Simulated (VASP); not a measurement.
Data:

```xyz
4
Lattice="3.7886 0.0000 0.0000 -1.8943 3.2810 0.0000 0.0000 0.0000 6.1874" Properties=species:S:1:pos:R:3 pbc="T T T"
B      0.0000     2.1873     0.0000
B      1.8943     1.0937     3.0937
Bi     0.0000     2.1873     2.3203
Bi     1.8943     1.0937     5.4140
```

All values below come from PBEsol GGA, VASP's PBE PAW potentials (set 64) (plane waves; VASP). Numerical set-up: 520 eV cut-off, 7×7×4 Γ-centred mesh, Gaussian smearing of 0.050 eV, potentials B Bi_d.

Energy and stress use the plane-wave basis of the starting cell.

Q: The ions, cell shape and volume are relaxed. Predict the relaxed structure.

A: 
```xyz
4
Lattice="3.8417 0.0000 0.0000 -1.9208 3.3270 0.0000 0.0000 0.0000 6.3268" Properties=species:S:1:pos:R:3 pbc="T T T"
B      0.0000     2.2180     0.0009
B      1.9208     1.1090     3.1644
Bi     0.0000     2.2180     2.3716
Bi     1.9208     1.1090     5.5350
```
Space group P6_3mc (186), at a tolerance of 0.03 Å.

Q: How do energy and volume change from the first to the last step?

A: The energy (σ→0) changes by -13.9 meV/atom and the volume by +5.1 %, in 7 ionic steps.

The structure was generated: BBi was put into the wurtzite type (P6_3mc), which need not be its known phase. This run relaxes it. Symmetry was kept, so distortions that lower it aren't found.
